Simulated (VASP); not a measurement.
# NbB2 (P6/mmm) in VASP: a series of runs

Runs on NbB2. Level: LDA. Tasks: relaxation of cell and atoms, single point.

All numbers are computed with VASP 6.6.1; they aren't measurements. Logs are shortened: lines on timing, memory, paths and dates and some standing lists are left out, and cuts for length are marked.

### Step 1. Starting point

It takes space group P6/mmm (No. 191, hexagonal). Conventional cell: a = 3.110 Å, b = 3.110 Å, c = 3.270 Å, α = 90.00°, β = 90.00°, γ = 120.00°. Nb (site symmetry 6/mmm) has 12 B at 2.43 Å as nearest neighbours. B (site symmetry -6m2) is surrounded by 3 B at 1.80 Å.

### Step 2. Relaxation of cell and atoms, LDA

Contents of INCAR:

```
SYSTEM = NbB2
PREC = Accurate
ENCUT = 600
EDIFF = 1E-6
ISMEAR = 0
SIGMA = 0.1
LREAL = .False.
LASPH = .True.
NELM = 100
ALGO = Fast
ISIF = 3
LWAVE = .False.
LCHARG = .False.
GGA = CA
IBRION = 2
NSW = 100
EDIFFG = -0.005
```

Contents of KPOINTS:

```
Automatic mesh
0
Gamma
  15 15 14
  0 0 0
```

Contents of POSCAR:

```
NbB2
1.0
    3.1100004305      0.0000000000      0.0000000000
   -1.5550002153      2.6933393786      0.0000000000
    0.0000000000      0.0000000000      3.2700000000
Nb B
1 2
Direct
    0.0000000000      0.0000000000      0.0000000000
    0.3333333333      0.6666666667      0.5000000000
    0.6666666667      0.3333333333      0.5000000000
```

Potentials or basis: VASP PAW LDA potentials, release 64 (Nb_sv, B).

Command:

```
$ cat potpaw_LDA.64/Nb_sv/POTCAR potpaw_LDA.64/B/POTCAR > POTCAR
$ mpirun -np 1 vasp_std > vasp.out
```

OUTCAR:

```text
SYSTEM = NbB2
   PREC = Accurate
   ENCUT = 600
   EDIFF = 1E-6
   ISMEAR = 0
   LREAL = .False.
   LASPH = .True.
   NELM = 100
   ISIF = 3
   GGA = CA
   IBRION = 2
   NSW = 100
   EDIFFG = -0.005

 ion  position               nearest neighbor table
   1  0.000  0.000  0.000-   2 2.43   3 2.43   2 2.43   3 2.43   3 2.43   3 2.43   2 2.43   2 2.43
                             3 2.43   3 2.43   2 2.43   2 2.43
   2  0.333  0.667  0.500-   3 1.80   3 1.80   3 1.80   1 2.43   1 2.43   1 2.43   1 2.43   1 2.43
                             1 2.43
   3  0.667  0.333  0.500-   2 1.80   2 1.80   2 1.80   1 2.43   1 2.43   1 2.43   1 2.43   1 2.43
                             1 2.43

  LATTYP: Found a hexagonal cell.
 ALAT       =     3.1100004305
 C/A-ratio  =     1.0514467998

  Lattice vectors:

 A1 = (   3.1100004305,   0.0000000000,   0.0000000000)
 A2 = (  -1.5550002153,   2.6933393786,   0.0000000000)
 A3 = (   0.0000000000,   0.0000000000,   3.2700000000)

Analysis of symmetry for initial positions (statically):
=====================================================================
 Subroutine PRICEL returns:
 Original cell was already a primitive cell.

 Routine SETGRP: Setting up the symmetry group for a
 hexagonal supercell.

 Subroutine GETGRP returns: Found 24 space group operations
 (whereof 24 operations were pure point group operations)
 out of a pool of 24 trial point group operations.

The static configuration has the point symmetry D_6h.

Analysis of symmetry for dynamics (positions and initial velocities):
=====================================================================
 Subroutine PRICEL returns:
 Original cell was already a primitive cell.

 Routine SETGRP: Setting up the symmetry group for a
 hexagonal supercell.

 Subroutine GETGRP returns: Found 24 space group operations
 (whereof 24 operations were pure point group operations)
 out of a pool of 24 trial point group operations.

The dynamic configuration has the point symmetry D_6h.

 Subroutine INISYM returns: Found 24 space group operations
 (whereof 24 operations are pure point group operations),
 and found     1 'primitive' translations

----------------------------------------------------------------------------------------

                                     Primitive cell

  volume of cell :      27.3905

  direct lattice vectors                    reciprocal lattice vectors
     3.110000430  0.000000000  0.000000000     0.321543364  0.185643148  0.000000000
    -1.555000215  2.693339379  0.000000000     0.000000000  0.371286295  0.000000000
     0.000000000  0.000000000  3.270000000     0.000000000  0.000000000  0.305810398

  length of vectors
     3.110000430  3.110000431  3.270000000     0.371286295  0.371286295  0.305810398

  position of ions in fractional coordinates (direct lattice)
     0.000000000  0.000000000  0.000000000
     0.333333333  0.666666667  0.500000000
     0.666666667  0.333333333  0.500000000

  ion indices of the primitive-cell ions
   primitive index   ion index
                 1           1
                 2           2
                 3           3

----------------------------------------------------------------------------------------

 KPOINTS: Automatic mesh

Automatic generation of k-mesh.
 Grid dimensions read from file:
 generate k-points for:   15   15   14

 Generating k-lattice:

  Cartesian coordinates                     Fractional coordinates (reciprocal lattice)
     0.021436224  0.012376210  0.000000000     0.066666667 -0.000000000  0.000000000
     0.000000000  0.024752420  0.000000000     0.000000000  0.066666667  0.000000000
     0.000000000  0.000000000  0.021843600     0.000000000  0.000000000  0.071428571

  Length of vectors
     0.024752420  0.024752420  0.021843600

  Shift w.r.t. Gamma in fractional coordinates (k-lattice)
     0.000000000  0.000000000  0.000000000

 Subroutine IBZKPT returns following result:
 ===========================================

 Found    216 irreducible k-points:

 Following reciprocal coordinates:
            Coordinates               Weight
  0.000000  0.000000  0.000000      1.000000
  0.066667  0.000000  0.000000      6.000000
  0.133333  0.000000  0.000000      6.000000
  0.200000  0.000000  0.000000      6.000000
  0.266667  0.000000  0.000000      6.000000
  0.333333 -0.000000  0.000000      6.000000
[... 16 lines left out ...]
  0.333333  0.200000  0.000000     12.000000
  0.400000  0.200000  0.000000      6.000000
 [... further k-points ...]
   k-points           NKPTS =    216   k-points in BZ     NKDIM =    216   number of bands    NBANDS=     13
   number of dos      NEDOS =    301   number of ions     NIONS =      3
   total plane-waves  NPLWV =  21952
   dimension x,y,z NGX =    28 NGY =   28 NGZ =   28
   dimension x,y,z NGXF=    56 NGYF=   56 NGZF=   56
   ions per type =               1   2
   NGX,Y,Z   is equivalent  to a cutoff of  14.97, 14.97, 14.24 a.u.
   NGXF,Y,Z  is equivalent  to a cutoff of  29.93, 29.93, 28.47 a.u.
 SYSTEM =  NbB2
   PREC   = accura    normal or accurate (medium, high low for compatibility)
   ISTART =      0    job   : 0-new  1-cont  2-samecut
   ICHARG =      2    charge: 1-file 2-atom 10-const
   ISPIN  =      1    spin polarized calculation?
   LNONCOLLINEAR =      F non collinear calculations
   LSORBIT =      F    spin-orbit coupling
   LASPH  =      T    aspherical Exc in radial PAW
   ENCUT  =  600.0 eV  44.10 Ry    6.64 a.u.   6.21  6.21  6.53*2*pi/ulx,y,z
   NELM   =    100;   NELMIN=  2; NELMDL= -5     # of ELM steps
   EDIFF  = 0.1E-05   stopping-criterion for ELM
   LREAL  =      F    real-space projection
   EDIFFG = -.5E-02   stopping-criterion for IOM
   NSW    =    100    number of steps for IOM
   IBRION =      2    ionic relax: 0-MD 1-quasi-New 2-CG
   NFREE  =      1    steps in history (QN), initial steepest desc. (CG)
   ISIF   =      3    stress and relaxation
   ISYM   =      2    0-nonsym 1-usesym 2-fastsym
   POTIM  = 0.5000    time-step for ionic-motion
   TEBEG  =    0.0;   TEEND  =   0.0 temperature during run
   PSTRESS=    0.0 pullay stress
   NELECT =      19.0000    total number of electrons
   NUPDOWN=      -1.0000    fix difference up-down
   EMIN   =  10.00;   EMAX   =-10.00  energy-range for DOS
   EFERMI =   0.00;   METHOD = LEGACY
   ISMEAR =     0;   SIGMA  =   0.10  broadening in eV -4-tet -1-fermi 0-gaus
   EFERMI_NEDOS =   21; number of points for ismear=-14 and -15
   IALGO  =     68    algorithm
   IMIX   =      4    mixing-type and parameters
     AMIX     =   0.40;   BMIX     =  1.00
     AMIX_MAG =   1.60;   BMIX_MAG =  1.00
  volume/ion in A,a.u.               =       9.13        61.61
  Fermi-wavevector in a.u.,A,eV,Ry     =   1.449193  2.738578 28.574422  2.100161
  Thomas-Fermi vector in A             =   2.566948
   LORBIT       =      0    0 simple, 1 ext, 2 COOP (PROOUT), +10 PAW based schemes
   GGA     = CA    functional components
   LHFCALC =     F    Hartree Fock is set to
   AEXX    =    0.0000 exact exchange contribution
   IVDW    =     0    specifies the selected vdW correction
   LEPSILON=     F    determine dielectric tensor
   LRPA    =     F    only Hartree local field effects (RPA)
 conjugate gradient relaxation of ions
 non-spin polarized calculation
 RMM-DIIS sequential band-by-band and
 Gauss-broadening in eV      SIGMA  =   0.10
  energy-cutoff  :      600.00
  volume of cell :       27.39
 maximum number of plane-waves:       937
 NGX is ok and might be reduce to    28
   NGX = 13   NGY = 13   NGZ = 13

--------------------------------------- Ionic step        1  -------------------------------------------

 number of electron      19.0000001 magnetization

 Free energy of the ion-electron system (eV)
  ---------------------------------------------------
  ext. energy  EPLUGINS =         0.00000000
  ---------------------------------------------------
  free energy    TOTEN  =       -28.54118673 eV

  energy without entropy =      -28.53578298  energy(sigma->0) =      -28.53848486

------------------------ aborting loop because EDIFF is reached ----------------------------------------

  FORCE on cell =-STRESS in cart. coord.  units (eV):
  Direction    XX          YY          ZZ          XY          YZ          ZX
  --------------------------------------------------------------------------------------
  -------------------------------------------------------------------------------------
  Total       -1.4018151     -1.4018151     -0.5985622      0.0000000     -0.0000000      0.0000000
  in kB      -81.9977658    -81.9977658    -35.0122931      0.0000000     -0.0000000      0.0000000
  external PRESSURE =     -66.3359416 kB  Pullay stress =       0.0000000 kB
[... 92 lines left out ...]
  FREE ENERGIE OF THE ION-ELECTRON SYSTEM (eV)
  ---------------------------------------------------
  free  energy   TOTEN  =       -28.5557247087 eV

  energy  without entropy=      -28.5506854431  energy(sigma->0) =      -28.55320508

[... ionic steps 4 to 8 ...]

--------------------------------------- Ionic step        9  -------------------------------------------

 number of electron      19.0000001 magnetization

------------------------ aborting loop because EDIFF is reached ----------------------------------------

  FORCE on cell =-STRESS in cart. coord.  units (eV):
  Direction    XX          YY          ZZ          XY          YZ          ZX
  --------------------------------------------------------------------------------------
  -------------------------------------------------------------------------------------
  Total       -0.0521223     -0.0521223     -0.0260110      0.0000000      0.0000000     -0.0000000
  in kB       -3.1113386     -3.1113386     -1.5526754      0.0000000      0.0000000     -0.0000000
  external PRESSURE =      -2.5917842 kB  Pullay stress =       0.0000000 kB
[... 59 lines left out ...]
  energy  without entropy=      -28.5527952600  energy(sigma->0) =      -28.55504401

--------------------------------------- Ionic step       11  -------------------------------------------

 number of electron      19.0000001 magnetization

 Free energy of the ion-electron system (eV)
  ---------------------------------------------------
  ext. energy  EPLUGINS =         0.00000000
  ---------------------------------------------------
  free energy    TOTEN  =       -28.55732841 eV

  energy without entropy =      -28.55280834  energy(sigma->0) =      -28.55506837

 E-fermi :  12.9410     XC(G=0): -13.3697

 val. band max:       12.9321113409   @ k =   0.1333   0.0000   0.1429
 cond. band min:      12.9493547876   @ k =   0.2000   0.0000   0.1429
 fundamental gap:      0.0172434466
 Fermi energy:        12.9409615418

 k-point     1 :       0.0000    0.0000    0.0000
  band No.  band energies     occupation
      1     -42.4832      2.00000
      2     -18.8426      2.00000
      3     -18.3604      2.00000
      4     -18.3604      2.00000
      5      -1.3984      2.00000
      6       8.4801      2.00000
      7       8.4801      2.00000
      8       8.5166      2.00000
      9       9.7846      2.00000
     10      14.2424      0.00000
     11      14.2424      0.00000
     12      16.1481      0.00000
     13      16.1481      0.00000
[... 353 lines left out ...]
 k-point    24 :       0.4000    0.2000    0.0000
  band No.  band energies     occupation
      1     -42.3724      2.00000
      2     -19.0919      2.00000
      3     -18.7388      2.00000
      4     -18.6857      2.00000
      5       2.9875      2.00000
      6       3.4264      2.00000
      7       5.8557      2.00000
      8       8.1301      2.00000
      9      10.5264      2.00000
     10      11.1071      2.00000
     11      13.9892      0.00000
     12      15.1662      0.00000
     13      18.2964      0.00000

 [... further k-points ...]
[... 5 lines left out ...]
  --------------------------------------------------------------------------------------
  -------------------------------------------------------------------------------------
  Total        0.0031091      0.0031091      0.0088563     -0.0000000     -0.0000000      0.0000000
  in kB        0.1857459      0.1857459      0.5290901     -0.0000000     -0.0000000      0.0000000
  external PRESSURE =       0.3001939 kB  Pullay stress =       0.0000000 kB
[... 18 lines left out ...]
  FREE ENERGIE OF THE ION-ELECTRON SYSTEM (eV)
  ---------------------------------------------------
  free  energy   TOTEN  =       -28.5573284083 eV

  energy  without entropy=      -28.5528083412  energy(sigma->0) =      -28.55506837

 reached required accuracy - stopping structural energy minimisation
```

Wall time 15 min (1 thread of Intel Xeon Platinum 8259CL at 2.50GHz (Skylake/Cascade Lake), shared host); peak memory 0.24 GiB.

Results:

```yaml
Free_energy: -28.5573 eV
Relaxed_volume: 8.94 Å³/atom
Relaxed_cell: a = 3.073 Å, b = 3.073 Å, c = 3.280 Å, α = 90.00°, β = 90.00°, γ = 120.00°
Space_group_after_relaxing_to_0.05_Å: P6/mmm (No. 191)
Energy_gained_by_relaxing: 5.4 meV/atom
Ionic_steps: 11
Pressure_after_relaxing: 0.0 GPa
Band_gap_on_the_k_mesh: none (metal or under the smearing width)
```

The path:
| step | energy change (eV) | largest force (eV/Å) | pressure (GPa) | volume (Å³) |
| --- | --- | --- | --- | --- |
| 1 | 0.0000 | 0.0000 | -6.63 | 27.39 |
| 2 | 0.0152 | 0.0000 | 11.49 | 25.92 |
| 3 | -0.0145 | 0.0000 | 0.70 | 26.77 |
| 4 | -0.0145 | 0.0000 | 0.20 | 26.79 |
| 5 | -0.0160 | 0.0000 | -0.14 | 26.83 |
| 6 | -0.0161 | 0.0000 | -0.28 | 26.84 |
| 7 | -0.0161 | 0.0000 | -0.28 | 26.84 |
| 8 | -0.0161 | 0.0000 | -0.22 | 26.83 |
| 9 | -0.0161 | 0.0000 | -0.26 | 26.84 |
| 10 | -0.0161 | 0.0000 | 0.33 | 26.79 |
| 11 | -0.0161 | 0.0000 | 0.03 | 26.82 |

Final structure:
```cif
data_structure
_symmetry_space_group_name_H-M 'P 1'
_symmetry_Int_Tables_number 1
_cell_length_a 3.0727
_cell_length_b 3.0727
_cell_length_c 3.2799
_cell_angle_alpha 90.000
_cell_angle_beta 90.000
_cell_angle_gamma 120.000
_cell_volume 26.82
loop_
_atom_site_label
_atom_site_type_symbol
_atom_site_fract_x
_atom_site_fract_y
_atom_site_fract_z
_atom_site_occupancy
Nb1 Nb 0.00000 0.00000 0.00000 1
B1 B 0.33333 0.66667 0.50000 1
B2 B 0.66667 0.33333 0.50000 1
```

Levels at points of the mesh, in eV from the Fermi level:
```tsv
k point	band 6	band 7	band 8	band 9	band 10	band 11	band 12	band 13
(0.00, 0.00, 0.00)	-4.46	-4.46	-4.42	-3.16	1.30	1.30	3.21	3.21
(0.00, 0.00, 0.50)	-8.71	-2.06	-2.06	-1.85	-1.85	-1.23	-1.23	0.68
```

### Step 3. Single point, LDA

Contents of INCAR:

```
SYSTEM = NbB2
PREC = Accurate
ENCUT = 520
EDIFF = 1E-7
ISMEAR = 0
SIGMA = 0.1
LREAL = .False.
LASPH = .True.
NELM = 100
ALGO = Normal
ISIF = 2
LWAVE = .False.
LCHARG = .False.
NBANDS = 16
```

Contents of KPOINTS:

```
regular mesh
0
Gamma
  6 6 6
  0 0 0
```

POSCAR is that of step 2.

Potentials or basis: VASP PAW LDA potentials, release 64 (Nb_sv, B).

Command:

```
$ cat potpaw_LDA.64/Nb_sv/POTCAR potpaw_LDA.64/B/POTCAR > POTCAR
$ mpirun -np 1 vasp_std > vasp.out
```

OUTCAR:

```text
SYSTEM = NbB2
   PREC = Accurate
   ENCUT = 520
   EDIFF = 1E-7
   ISMEAR = 0
   LREAL = .False.
   LASPH = .True.
   NELM = 100
   ISIF = 2

 ion  position               nearest neighbor table
   1  0.000  0.000  0.000-   2 2.43   3 2.43   2 2.43   3 2.43   3 2.43   3 2.43   2 2.43   2 2.43
                             3 2.43   3 2.43   2 2.43   2 2.43
   2  0.333  0.667  0.500-   3 1.80   3 1.80   3 1.80   1 2.43   1 2.43   1 2.43   1 2.43   1 2.43
                             1 2.43
   3  0.667  0.333  0.500-   2 1.80   2 1.80   2 1.80   1 2.43   1 2.43   1 2.43   1 2.43   1 2.43
                             1 2.43

  LATTYP: Found a hexagonal cell.
 ALAT       =     3.1100004305
[... 656 lines left out ...]
  -------------------------------------------------------------------------------------
  Total       -1.3037181     -1.3037181     -0.6580075      0.0000000      0.0000000      0.0000000
  in kB      -76.2596812    -76.2596812    -38.4894867      0.0000000      0.0000000      0.0000000
  external PRESSURE =     -63.6696164 kB  Pullay stress =       0.0000000 kB

 VOLUME and BASIS-vectors are now :
 -----------------------------------------------------------------------------
  energy-cutoff  :      520.00
  volume of cell :       27.39
      direct lattice vectors                 reciprocal lattice vectors
     3.110000430  0.000000000  0.000000000     0.321543364  0.185643148  0.000000000
    -1.555000215  2.693339379  0.000000000     0.000000000  0.371286295  0.000000000
     0.000000000  0.000000000  3.270000000     0.000000000  0.000000000  0.305810398

 POSITION                                       TOTAL-FORCE (eV/Angst)
 -----------------------------------------------------------------------------------
      0.00000      0.00000      0.00000         0.000000      0.000000      0.000000
     -0.00000      1.79556      1.63500         0.000000      0.000000     -0.000000
      1.55500      0.89778      1.63500        -0.000000     -0.000000      0.000000
 -----------------------------------------------------------------------------------
    total drift:                               -0.000000      0.000000      0.000000

  FREE ENERGIE OF THE ION-ELECTRON SYSTEM (eV)
  ---------------------------------------------------
  free  energy   TOTEN  =       -28.5257467358 eV

  energy  without entropy=      -28.5219075089  energy(sigma->0) =      -28.52382712
```

OSZICAR:

```text
N       E                     dE             d eps       ncg     rms          rms(c)
DAV:   1     0.140742150311E+03    0.14074E+03   -0.99661E+03   896   0.118E+03
DAV:   2    -0.253042181324E+02   -0.16605E+03   -0.16007E+03  1160   0.410E+02
DAV:   3    -0.315645735153E+02   -0.62604E+01   -0.61726E+01  1400   0.704E+01
DAV:   4    -0.318540697797E+02   -0.28950E+00   -0.28909E+00  1184   0.130E+01
DAV:   5    -0.318606375014E+02   -0.65677E-02   -0.65659E-02  1472   0.192E+00    0.118E+01
DAV:   6    -0.285204217972E+02    0.33402E+01   -0.13108E+01  1504   0.278E+01    0.266E+00
DAV:   7    -0.285296947044E+02   -0.92729E-02   -0.38358E-01  1056   0.599E+00    0.192E+00
DAV:   8    -0.285266100419E+02    0.30847E-02   -0.60342E-02  1648   0.209E+00    0.260E-01
DAV:   9    -0.285258085537E+02    0.80149E-03   -0.38047E-03  1256   0.658E-01    0.111E-01
DAV:  10    -0.285257534720E+02    0.55082E-04   -0.48612E-04  1184   0.217E-01    0.294E-02
DAV:  11    -0.285257470645E+02    0.64075E-05   -0.31280E-05  1368   0.618E-02    0.959E-03
DAV:  12    -0.285257467164E+02    0.34814E-06   -0.13500E-06  1424   0.114E-02    0.189E-03
DAV:  13    -0.285257467358E+02   -0.19439E-07   -0.66735E-08   744   0.295E-03
   1 F= -.28525747E+02 E0= -.28523827E+02  d E =-.383923E-02
```

Wall time 7.7 s (1 thread of Intel Xeon Platinum 8259CL at 2.50GHz (Skylake/Cascade Lake), shared host); peak memory 0.13 GiB.

What came out:

- Free energy: -28.5257 eV
- Pressure: -6.4 GPa
- Band gap on the k mesh: none (metal or under the smearing width)

Stress tensor (GPa, compression positive):
```
-7.63  0.00  0.00
 0.00 -7.63  0.00
 0.00  0.00 -3.85
```

Caveat: the k mesh is coarse (spacing up to 0.39 Å⁻¹), so the values aren't converged.
